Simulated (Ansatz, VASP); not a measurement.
# H124C4INO56 in two plane-wave programs

Aim: how closely do two programs agree when they are given the same cell, functional and k mesh? The cell is taken from a series of runs on this material, whose earlier steps may have relaxed, scaled, displaced or heated it; both programs get it as it stands.

Main program and level: Ansatz 0.2.0; plane waves, with VASP 6.6.1 beside it; single point at PBEsol.

### 1. The structure

The cell holds 186 atoms: 4 C, 1 N, 124 H, 56 O and 1 I. Cell: a = 12.360 Å, b = 12.360 Å, c = 12.360 Å, α = 90.0°, β = 90.0°, γ = 90.0°.

### 2. VASP: single point, PBEsol

A single point gives forces, pressure and levels at one fixed geometry, so differences don't come from the geometry; what else differs is listed under the comparison.

Lines of VASP's logs that name or quote its potential files are left out, and so is its time.

Input file INCAR:

```
SYSTEM = H124C4INO56
PREC = Accurate
ENCUT = 520
EDIFF = 1E-05
NELM = 100
ISMEAR = 0
SIGMA = 0.01
LREAL = Auto
ALGO = Fast
GGA = PS
NBANDS = 374
LORBIT = 11
LWAVE = .FALSE.
LCHARG = .FALSE.
ISIF = 2
```

Input file POSCAR:

```
H124C4INO56
1.0
   12.3599900000      0.0000000000      0.0000000000
    0.0000000000     12.3599900000      0.0000000000
    0.0000000000      0.0000000000     12.3599900000
C N H O I
4 1 124 56 1
Direct
    0.5806000000      0.1871200000      0.1203500000
    0.5233800000      0.9945100000      0.1222100000
    0.6478400000      0.0583300000      0.9884600000
    0.7024300000      0.0456500000      0.1812300000
    0.6135800000      0.0718900000      0.1072800000
    0.5076800000      0.1952600000      0.0726300000
    0.5676300000      0.2009900000      0.2061700000
    0.6412300000      0.2391600000      0.0910100000
    0.4851900000      0.0188600000      0.2004700000
    0.5577200000      0.9151200000      0.1209800000
    0.4652200000      0.9990300000      0.0522200000
    0.6634900000      0.9758400000      0.9676200000
    0.7200700000      0.1075800000      0.9766300000
    0.5851900000      0.0972700000      0.9391700000
    0.7670000000      0.0991200000      0.1622100000
    0.6771400000      0.0550300000      0.2651800000
    0.7270200000      0.9614900000      0.1715800000
    0.8981800000      0.6887700000      0.7132500000
    0.9542600000      0.7633000000      0.6196800000
    0.9516500000      0.9409800000      0.3748200000
    0.8285600000      0.9718600000      0.4115700000
    0.5455300000      0.0391600000      0.4172400000
    0.5966100000      0.1032100000      0.5208900000
    0.8575800000      0.8923000000      0.6888900000
    0.7853100000      0.8124500000      0.7654200000
    0.6621000000      0.4314700000      0.5868500000
    0.6347900000      0.5603400000      0.5969300000
    0.6813600000      0.7546700000      0.6645800000
    0.5824600000      0.7209200000      0.5837500000
    0.0775600000      0.2823300000      0.5541200000
[... 150 atom lines left out ...]
    0.9701500000      0.5374800000      0.4854800000
    0.5829400000      0.6007300000      0.2452700000
    0.3118900000      0.8193100000      0.0702800000
    0.0613400000      0.4774100000      0.1731600000
    0.9519000000      0.3272200000      0.5193700000
    0.7377400000      0.2511300000      0.7034000000
```

Input file KPOINTS:

```
Automatic mesh
0
Gamma
1 1 1
0 0 0
```

PAW data sets: C, N, H, O and I (PBE family, release 64).

Command:

```sh
export OMP_NUM_THREADS=5
mpirun -np 1 vasp_gam
```

Numbers of over 12 decimals in the logs are rounded to 6 here.

Log:

```text
[banner, memory and clock lines left out]
running    1 mpi-ranks, on    1 nodes
[...]
Offloading initialized ...    1 GPUs detected
[...]
|                                                                             |
|               ----> ADVICE to this user running VASP <----                  |
|                                                                             |
|     You enforced a specific xc type in the INCAR file but a different       |
|     [... a line on the potential file left out ...]
|     I HOPE YOU KNOW WHAT YOU ARE DOING!                                     |
|                                                                             |

 LDA part: xc-table for (Slater+PW92), standard interpolation
 POSCAR, INCAR and KPOINTS ok, starting setup
[...]
entering main loop
       N       E                     dE             d eps       ncg     rms          rms(c)
DAV:   1     0.383589947393E+04    0.38359E+04   -0.26131E+05   780   0.121E+03
DAV:   2    -0.556815709013E+03   -0.43927E+04   -0.41906E+04   922   0.299E+02
DAV:   3    -0.992969208967E+03   -0.43615E+03   -0.43259E+03   928   0.972E+01
DAV:   4    -0.100082184437E+04   -0.78526E+01   -0.78301E+01   936   0.145E+01
[...]
RMM:  15    -0.919012421952E+03   -0.41947E-04   -0.47368E-04   997   0.239E-02    0.127E-02
RMM:  16    -0.919012442210E+03   -0.20258E-04   -0.13073E-04   912   0.121E-02    0.615E-03
RMM:  17    -0.919012443816E+03   -0.16055E-05   -0.17023E-05   796   0.508E-03
   1 F= -.91901244E+03 E0= -.91901244E+03  d E =-.897018E-14
```

OUTCAR, selected parts (step 2):

```text
  FREE ENERGIE OF THE ION-ELECTRON SYSTEM (eV)
  ---------------------------------------------------
  free  energy   TOTEN  =      -919.0124438158 eV

  energy  without entropy=     -919.0124438158  energy(sigma->0) =     -919.01244382
```

The PAW data sets were made with PBE, which is usual practice but a small mismatch for other functionals.

### 3. Ansatz: single point, PBEsol

Ansatz runs on its default PAW (the set named soft_2) files.

The same cell, functional and mesh now go to Ansatz, which takes its cutoff from its data sets.

Input file input.yaml:

```yaml
crystal:
  lattice:
    - [12.35999, 0.0, 0.0]
    - [0.0, 12.35999, 0.0]
    - [0.0, 0.0, 12.35999]
  atoms:
    - { symbol: C, position: [0.5806, 0.18712, 0.12035] }
    - { symbol: "N", position: [0.61358, 0.07189, 0.10728] }
    - { symbol: C, position: [0.52338, 0.99451, 0.12221] }
    - { symbol: C, position: [0.64784, 0.05833, 0.98846] }
    - { symbol: C, position: [0.70243, 0.04565, 0.18123] }
    - { symbol: H, position: [0.50768, 0.19526, 0.07263] }
    - { symbol: H, position: [0.56763, 0.20099, 0.20617] }
    - { symbol: H, position: [0.64123, 0.23916, 0.09101] }
    - { symbol: H, position: [0.48519, 0.01886, 0.20047] }
    - { symbol: H, position: [0.55772, 0.91512, 0.12098] }
    - { symbol: H, position: [0.46522, 0.99903, 0.05222] }
    - { symbol: H, position: [0.66349, 0.97584, 0.96762] }
    - { symbol: H, position: [0.72007, 0.10758, 0.97663] }
    - { symbol: H, position: [0.58519, 0.09727, 0.93917] }
    - { symbol: H, position: [0.767, 0.09912, 0.16221] }
    - { symbol: H, position: [0.67714, 0.05503, 0.26518] }
    - { symbol: H, position: [0.72702, 0.96149, 0.17158] }
    - { symbol: O, position: [0.94998, 0.68886, 0.6511] }
    - { symbol: H, position: [0.89818, 0.68877, 0.71325] }
    - { symbol: H, position: [0.95426, 0.7633, 0.61968] }
    - { symbol: O, position: [0.90326, 0.00072, 0.40001] }
    - { symbol: H, position: [0.95165, 0.94098, 0.37482] }
    - { symbol: H, position: [0.82856, 0.97186, 0.41157] }
    - { symbol: O, position: [0.58195, 0.10724, 0.44142] }
    - { symbol: H, position: [0.54553, 0.03916, 0.41724] }
    - { symbol: H, position: [0.59661, 0.10321, 0.52089] }
    - { symbol: O, position: [0.78488, 0.85817, 0.69867] }
    - { symbol: H, position: [0.85758, 0.8923, 0.68889] }
    - { symbol: H, position: [0.78531, 0.81245, 0.76542] }
    - { symbol: O, position: [0.61114, 0.49016, 0.56437] }
    - { symbol: H, position: [0.6621, 0.43147, 0.58685] }
    - { symbol: H, position: [0.63479, 0.56034, 0.59693] }
    - { symbol: O, position: [0.62996, 0.69562, 0.64416] }
    - { symbol: H, position: [0.68136, 0.75467, 0.66458] }
    - { symbol: H, position: [0.58246, 0.72092, 0.58375] }
    - { symbol: O, position: [0.13904, 0.23374, 0.57424] }
    - { symbol: H, position: [0.07756, 0.28233, 0.55412] }
    - { symbol: H, position: [0.17176, 0.25905, 0.64378] }
    - { symbol: O, position: [0.29195, 0.16515, 0.86685] }
    - { symbol: H, position: [0.32671, 0.23707, 0.85396] }
    - { symbol: H, position: [0.23961, 0.17111, 0.92825] }
    - { symbol: O, position: [0.45387, 0.38494, 0.98527] }
    - { symbol: H, position: [0.42289, 0.3767, 0.05956] }
    - { symbol: H, position: [0.51551, 0.43731, 0.98742] }
    - { symbol: O, position: [0.3094, 0.79089, 0.71354] }
[... 2 lines left out ...]
    - { symbol: O, position: [0.74475, 0.45007, 0.23347] }
[... 2 lines left out ...]
    - { symbol: O, position: [0.20146, 0.67141, 0.39311] }
[... 2 lines left out ...]
    - { symbol: O, position: [0.76176, 0.37851, 0.02697] }
[... 2 lines left out ...]
    - { symbol: O, position: [0.87378, 0.92917, 0.92794] }
[... 2 lines left out ...]
    - { symbol: O, position: [0.11336, 0.22472, 0.0274] }
[... 2 lines left out ...]
    - { symbol: O, position: [0.5223, 0.89998, 0.82012] }
[... 2 lines left out ...]
    - { symbol: O, position: [0.80248, 0.7168, 0.86493] }
[... 2 lines left out ...]
    - { symbol: O, position: [0.32206, 0.94593, 0.88722] }
[... 2 lines left out ...]
    - { symbol: O, position: [0.45156, 0.63606, 0.08701] }
[... 2 lines left out ...]
    - { symbol: O, position: [0.2709, 0.18374, 0.40565] }
[... 2 lines left out ...]
    - { symbol: O, position: [0.20003, 0.85369, 0.49797] }
[... 2 lines left out ...]
    - { symbol: O, position: [0.70849, 0.75064, 0.16441] }
[... 2 lines left out ...]
    - { symbol: O, position: [0.88687, 0.6154, 0.29635] }
[... 2 lines left out ...]
    - { symbol: O, position: [0.93788, 0.20946, 0.33845] }
[... 2 lines left out ...]
    - { symbol: O, position: [0.43741, 0.52766, 0.43163] }
[... 2 lines left out ...]
    - { symbol: O, position: [0.26569, 0.36661, 0.70266] }
[... 2 lines left out ...]
    - { symbol: O, position: [0.46356, 0.75386, 0.52032] }
[... 2 lines left out ...]
    - { symbol: O, position: [0.91082, 0.53141, 0.96399] }
[... 2 lines left out ...]
    - { symbol: O, position: [0.73028, 0.81498, 0.36742] }
[... 2 lines left out ...]
    - { symbol: O, position: [0.95292, 0.70702, 0.08838] }
[... 56 lines left out ...]
    - { symbol: O, position: [0.47397, 0.30249, 0.38413] }
[... 2 lines left out ...]
    - { symbol: O, position: [0.13384, 0.27415, 0.25707] }
[... 2 lines left out ...]
    - { symbol: O, position: [0.47676, 0.33568, 0.75447] }
[... 2 lines left out ...]
    - { symbol: O, position: [0.97015, 0.53748, 0.48548] }
[... 2 lines left out ...]
    - { symbol: O, position: [0.58294, 0.60073, 0.24527] }
    - { symbol: H, position: [0.62917, 0.53485, 0.23701] }
    - { symbol: H, position: [0.53622, 0.59284, 0.31085] }
    - { symbol: O, position: [0.31189, 0.81931, 0.07028] }
    - { symbol: H, position: [0.30959, 0.84894, 0.14553] }
    - { symbol: H, position: [0.36092, 0.75499, 0.06811] }
    - { symbol: O, position: [0.06134, 0.47741, 0.17316] }
    - { symbol: H, position: [0.99745, 0.52703, 0.17246] }
    - { symbol: H, position: [0.04926, 0.41865, 0.22745] }
    - { symbol: O, position: [0.9519, 0.32722, 0.51937] }
    - { symbol: H, position: [0.95883, 0.27327, 0.45948] }
    - { symbol: H, position: [0.88544, 0.31112, 0.56262] }
    - { symbol: I, position: [0.73774, 0.25113, 0.7034] }
kpoints:
  mp_grid: { grid: [1, 1, 1] }
hamiltonian:
  xc: pbesol
scf:
  occupations: { method: fixed }
output:
  forces: true
  stress: true
  populations: true
  dos:
    method: { smearing: { sigma: 0.1 } }
    de: 0.1
    projected: { site_lists: { C: [C], H: [H], I: [I], "N": ["N"], O: [O] } }
  eigenvalues: true
  write_density: true
  write_potential: true
  volumetric_format: npy
```

Command:

```sh
ansatz run input.yaml --threads 4 --pin off --max-ram 8192MiB --backend cpu --events-out ev --progress --plain --runs-dir out
```

Log:

```text
Engine: ansatz 0.2.0, aarch64-unknown-linux-gnu
Pseudopotentials: kind: paw
Pseudopotential: C, paw, valence charge 4, recommended cutoff 420 eV (normal), C.paw.azcp
Pseudopotential: N, paw, valence charge 5, recommended cutoff 420 eV (normal), N.paw.azcp
Pseudopotential: H, paw, valence charge 1, recommended cutoff 420 eV (normal), H.paw.azcp
Pseudopotential: O, paw, valence charge 6, recommended cutoff 420 eV (normal), O.paw.azcp
Pseudopotential: I, paw, valence charge 17, recommended cutoff 420 eV (normal), I.paw.azcp
Functional definition: PBEsol
  exchange = pbesol_x
  correlation = pbesol_c
Crystal: 186 atoms, lattice volume = 1888.228 Å³
Basis set: ecut = 420 eV, 37073 PW (Γ), exchange–correlation on 180×180×180 points (8 copies of the dense FFT grid, shifted against one another)
Bands: 435, of which v1, the nominal top of the filled ones, is band 249 counted from 1 (248 counted from 0)
Symmetry: 1 space group operations
Space group: P1 (ITA 1), of the structure as read, at distance tolerance 1.2e-4 Å
k-points: 1
Non-local potential: C, projectors of the file, l = 0: 2, l = 1: 2, l = 2: 1
Non-local potential: N, projectors of the file, l = 0: 2, l = 1: 2, l = 2: 1
Non-local potential: H, projectors of the file, l = 0: 2, l = 1: 1
Non-local potential: O, projectors of the file, l = 0: 2, l = 1: 2, l = 2: 1
Non-local potential: I, projectors of the file, l = 0: 2, l = 1: 2, l = 2: 2, l = 3: 2
PAW form: soft (Blöchl's): semilocal exchange-correlation on the pseudo side does not see the compensation charge
PAW frozen core: C, regenerated for the run's functional, and the local potential with it (the file was generated under x = pbe(κ = 0.804, μ = 0.219515), c = pbe(β = 0.066725))
PAW frozen core: N, regenerated for the run's functional, and the local potential with it (the file was generated under x = pbe(κ = 0.804, μ = 0.219515), c = pbe(β = 0.066725))
PAW frozen core: O, regenerated for the run's functional, and the local potential with it (the file was generated under x = pbe(κ = 0.804, μ = 0.219515), c = pbe(β = 0.066725))
PAW frozen core: I, regenerated for the run's functional, and the local potential with it (the file was generated under x = pbe(κ = 0.804, μ = 0.219515), c = pbe(β = 0.066725))
PAW one-centre angular grid: C, 110 points (default); XC on 64 Gauss nodes
PAW one-centre angular grid: N, 110 points (default); XC on 64 Gauss nodes
PAW one-centre angular grid: H, 110 points (default); XC on 64 Gauss nodes
PAW one-centre angular grid: O, 110 points (default); XC on 64 Gauss nodes
PAW one-centre angular grid: I, 590 points (default); XC on 64 Gauss nodes
Initial density: superposition of atomic densities (neutral atoms: chi_scale 0, normalization atom), corrected by the library's trained network
Initial wavefunctions: pseudopotential atomic-orbital guess
Functional: x = pbesol(κ = 0.804, μ = 0.123457), c = pbesol(β = 0.046)
SCF iter   1: F=—  HF=-42173.700411 eV  |F-HF|=—  |Δ(HF+E_count)|=         —  Δρ=5.76e-3  dr2=4.95e-1  ethr=1.77e-3  ⟨swp⟩=5.0  Hψ=1548  notcnv=0  defer=184
preconditioner: auto → Resta (q_TF=auto, 2.185 Å⁻¹)  ε∞=2.2  [insulator: Δε(μ)=3.613 eV  Ē_g=17.389 eV  n_scr=340 (ndim 8)  ℏωp=18.9 eV  f_vac=0.268  ε∞_Penn≈2.2]
SCF iter   2: F=—  HF=-42173.544408 eV  |F-HF|=—  |Δ(HF+E_count)|=   1.56e-1  Δρ=2.38e-3  dr2=7.75e-2  ethr=9.94e-5  ⟨swp⟩=2.0  Hψ=664  notcnv=0  defer=184
SCF iter   3: F=—  HF=-42173.526235 eV  |F-HF|=—  |Δ(HF+E_count)|=   1.82e-2  Δρ=1.03e-3  dr2=1.95e-2  ethr=1.56e-5  ⟨swp⟩=3.0  Hψ=441  notcnv=0  defer=184
SCF iter   4: F=—  HF=-42173.525452 eV  |F-HF|=—  |Δ(HF+E_count)|=   7.83e-4  Δρ=2.40e-4  dr2=1.07e-3  ethr=3.92e-6  ⟨swp⟩=3.0  Hψ=446  notcnv=0  defer=184
SCF iter   5: F=—  HF=-42173.525758 eV  |F-HF|=—  |Δ(HF+E_count)|=   3.06e-4  Δρ=1.63e-4  dr2=3.97e-4  ethr=2.15e-7  ⟨swp⟩=2.0  Hψ=502  notcnv=0  defer=184
SCF iter   6: F=—  HF=-42173.525738 eV  |F-HF|=—  |Δ(HF+E_count)|=   1.99e-5  Δρ=3.08e-5  dr2=1.99e-5  ethr=7.98e-8  ⟨swp⟩=2.0  Hψ=500  notcnv=0  defer=184
SCF iter   7: F=—  HF=-42173.528982 eV  |F-HF|=—  |Δ(HF+E_count)|=   3.24e-3  Δρ=1.02e-5  dr2=1.89e-6  ethr=3.99e-9  ⟨swp⟩=2.0  Hψ=619  notcnv=0  defer=181
SCF iter   8: F=—  HF=-42173.528984 eV  |F-HF|=—  |Δ(HF+E_count)|=   2.62e-6  Δρ=6.84e-6  dr2=6.70e-7  ethr=3.80e-10  ⟨swp⟩=2.0  Hψ=500  notcnv=0  defer=181
SCF iter   9: F=-42173.528985 eV  HF=-42173.528984 eV  |F-HF|=4.03e-8  |Δ(HF+E_count)|=   1.30e-7  Δρ=1.43e-6  dr2=3.91e-8  ethr=2.01e-11  ⟨swp⟩=22.0  Hψ=4728  notcnv=0
SCF 1 converged in 9 iterations: F = -42173.528985 eV  dr2 = 3.91e-8
  greatest PAW one-centre occupation: 0.999 electrons in one spin orbital (limit 2), on the I atom at site 185 (counted from 0), in its partial waves of l = 2
[...]
max |Σ_I F_I| component: 7.32e-5 eV/Å
--- Stress (GPa, compression-positive) ---
       -2.115829      -0.310519       0.360688
       -0.310519      -2.021725      -0.094516
        0.360688      -0.094516      -2.406032
  P = ⅓ Tr σ = -2.1812 GPa (-21.812 kbar)
--- Band table (eV) ---
  k-point 0: bands = [... 245 lower, -2.0340, -2.0123, -1.9785, -1.7634, 2.0668, 3.2053, 3.3601, 3.4086, ... 182 higher]
--- Löwdin populations: 186 sites ---
  site symbol       q [e]
     0      C      4.3688
     1      N      4.8364
     2      C      4.3624
     3      C      4.3640
     4      C      4.3806
     5      H      0.7738
     6      H      0.7810
     7      H      0.7658
     8      H      0.7994
     9      H      0.7684
    10      H      0.7834
    11      H      0.7698
    12      H      0.7891
    13      H      0.7762
    14      H      0.7574
    15      H      0.8022
    16      H      0.7737
    17      O      6.6510
    18      H      0.5966
    19      H      0.6028
    20      O      6.6955
    21      H      0.6079
    22      H      0.5925
    23      O      6.7006
[...]
178      H      0.6140
   179      O      6.6336
   180      H      0.6035
   181      H      0.5977
   182      O      6.6594
   183      H      0.6254
   184      H      0.6233
   185      I     17.5495
  spilling = 0.010752 (of n_electrons = 498.000000)
```

In the SCF lines HF is the Harris–Foulkes energy and dr2 the Hartree energy of the density residual, in eV; the loop may stop once dr2 is under the threshold and the program's other checks hold. Hψ counts applications of the Hamiltonian.

### 4. Side by side

Known differences besides the potentials themselves: fixed occupations in Ansatz, narrow Gaussian smearing in VASP; the data sets hold 498 valence electrons in Ansatz (default PAW (the set named soft_2) files) and 488 in VASP; the cutoff is 420 eV in Ansatz and 520 eV in VASP (PREC = Accurate, projectors in real space); Ansatz makes its cores anew for this functional, VASP keeps those of its PBE data sets; VASP leaves aspherical gradient terms in its spheres out (LASPH is not set), Ansatz keeps them. Total energies have different zeros and are not compared.

The two programs side by side:

```csv
quantity,Ansatz,VASP,difference
pressure (GPa),-2.18,-2.17,-0.02
gap on the k mesh (eV),3.830,3.836,-0.005
```

Forces on 10 of the 186 atoms, those with the largest forces and the largest differences (eV/Å; atoms numbered as in POSCAR):

```csv
atom,"Ansatz x, y, z","VASP x, y, z"
C1,"-1.087, -1.619, 0.556","-1.085, -1.618, 0.555"
C2,"-1.201, 1.417, 0.169","-1.208, 1.415, 0.166"
C3,"0.086, 1.672, 0.979","0.080, 1.665, 0.999"
N5,"0.258, -0.362, -1.975","0.259, -0.354, -1.990"
H8,"1.297, 0.926, -0.507","1.322, 0.951, -0.518"
H73,"0.201, -0.503, 0.390","0.217, -0.384, 0.457"
H74,"0.756, -0.131, 0.542","0.750, -0.131, 0.405"
H75,"-0.207, 0.870, -1.057","-0.185, 0.808, -0.975"
H95,"-0.556, 1.019, 0.803","-0.501, 0.937, 0.759"
H109,"0.223, 0.308, -0.657","0.275, 0.229, -0.558"
```

The forces differ by 60 meV/Å r.m.s., which is 13.5 % of the r.m.s. force of 0.45 eV/Å (both taken over all components). A gap on the mesh is an upper bound, since the band edges may lie between its points.

### 5. Outcome

```json
{"r.m.s. force difference (single point, PBEsol)": "13 % of the r.m.s. force"}
```

**Reading.** The r.m.s. force difference is 13 % of the r.m.s. force (single point, PBEsol), beyond the 3 % picked in this series as the mark of a large difference. What causes the difference of the single point, PBEsol pair stays open here. How closely two codes agree says nothing of how well the functional describes the real material.

[Lines on the potential files, build, host, timing and source positions are cut from VASP's logs without a mark.]

[Logs are printed without paths, hosts, clocks, repeated set-up lines and the standing remarks that a program may print on its own settings, such as how far it seeks lower states.]

[Hosts, paths, dates, database ids (printed as entryN), source tags and the programs' standing remarks are cut or masked in the printed files.]
